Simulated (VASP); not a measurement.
Calculation: PBE GGA, VASP's PBE PAW potentials (set 64) (plane waves; VASP).

The input files of a VASP run:

INCAR:
```
SYSTEM = BaF2
PREC = Accurate; ENCUT = 520; LREAL = F
LASPH = T
EDIFF = 1E-6; NELM = 100; ALGO = Normal
IMIX = 4; AMIX = 0.05; BMIX = 3.0
LMAXMIX = 4
ISMEAR = 0; SIGMA = 0.05
GGA = PE
ISIF = 2
LWAVE = F; LCHARG = F
```

File POSCAR:
```
BaF2
1
    0.0000000000     3.1000000000     3.1000000000
    3.1000000000     0.0000000000     3.1000000000
    3.1000000000     3.1000000000     0.0000000000
Ba F
1 2
Direct
  0.0000000000   0.0000000000   0.0000000000
  0.2500000000   0.2500000000   0.2500000000
  0.7500000000   0.7500000000   0.7500000000
```

### KPOINTS
```
Automatic mesh
0
gamma
 7 7 7
```

POTCAR, in this order: Ba_sv F (PBE.64 set). Program: vasp_std.

**Question.** What will the output report for the number of irreducible k-points (NKPTS), number of bands (NBANDS), largest plane-wave count, number of space-group operations, FFT grid (NGX, NGY, NGZ)?

**Answer.** 
```json
{
  "number of irreducible k-points (NKPTS)": "20",
  "number of bands (NBANDS)": "16",
  "largest_plane_wave_count": "1639",
  "number_of_space_group_operations": "48",
  "FFT grid (NGX, NGY, NGZ)": "36 × 36 × 36"
}
```

The compound is BaF2 in the fluorite structure. The cell was not relaxed at this level. The run is one of a series of settings (AMIX = 0.05, BMIX = 3.0, IMIX = 4 against the base run), some of them coarse on purpose.
